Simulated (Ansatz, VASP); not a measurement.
**AgB2: VASP beside Ansatz**

File INCAR:

```
SYSTEM = AgB2
PREC     = Accurate       ! precision mode
ENCUT    = 520            ! plane-wave cutoff, eV
EDIFF    = 1E-7           ! SCF threshold, eV
ISMEAR   = 1              ! smearing method
SIGMA    = 0.1            ! smearing width, eV
LREAL    = .FALSE.        ! projectors in reciprocal space
LASPH    = .TRUE.         ! aspherical terms in the spheres
NELM     = 80             ! most SCF steps
ALGO     = Normal         ! electronic algorithm
ISIF     = 2              ! what is computed and relaxed
LWAVE    = .FALSE.        ! write WAVECAR
LCHARG   = .FALSE.        ! write CHGCAR
GGA      = PS             ! functional
NBANDS   = 16             ! bands
```

File KPOINTS:

```
Automatic mesh
0
G
  11 11 7
  0 0 0
```

Contents of POSCAR:

```
AgB2
1.0
    3.0518200435      0.0000000000      0.0000000000
   -1.5259100218      2.6429535279      0.0000000000
    0.0000000000      0.0000000000      4.0975096554
Ag B
1 2
Direct
    0.0000000000      0.0000000000      0.0000000000
    0.3333333333      0.6666666667      0.5000000000
    0.6666666667      0.3333333333      0.5000000000
```

Input for Ansatz:

```yaml
crystal:
  lattice:
    - [3.051820043534429, 0.0, 0.0]
    - [-1.5259100217672146, 2.642953527911395, 0.0]
    - [0.0, 0.0, 4.0975096553858545]
  atoms:
    - { symbol: Ag, position: [0.0, 0.0, 0.0] }
    - { symbol: B, position: [0.3333333333333333, 0.6666666666666666, 0.5] }
    - { symbol: B, position: [0.6666666666666666, 0.3333333333333333, 0.5] }
basis:
  ecutwfc: 653.073269903712
kpoints:
  mp_grid:
    grid: [11, 11, 7]
hamiltonian:
  xc: pbesol
scf:
  n_extra_bands: 4
  occupations:
    method: methfessel_paxton
output:
  stress: true
```

The cell comes from a database or a generator and needn't be the stable form of this composition.

Alike in both runs: task single point; functional PBEsol; k mesh 11 × 11 × 7; no spin polarisation.

```csv
,VASP,Ansatz
version,VASP 6.6.1,Ansatz 0.2.0
potentials or method,"VASP PAW PBE potentials, release 64 (Ag, B)","plane waves, PAW"
plane-wave cutoff (eV),520,653
occupations,"methfessel-paxton of order 1, width 0.1 eV",methfessel-paxton of order 1
valence electrons in the cell,17,25
```

|  | VASP | Ansatz | Ansatz less VASP |
| --- | --- | --- | --- |
| pressure (GPa) | -8.9 | -8.9 | 0.00 |
| largest component of the traceless stress (GPa) | 0.57 | 0.41 | -0.153 |

The two sets of potentials don't hold the same shells in valence.

Caveats: the PAW data sets were made with another functional, which shifts forces and pressure a little (VASP).
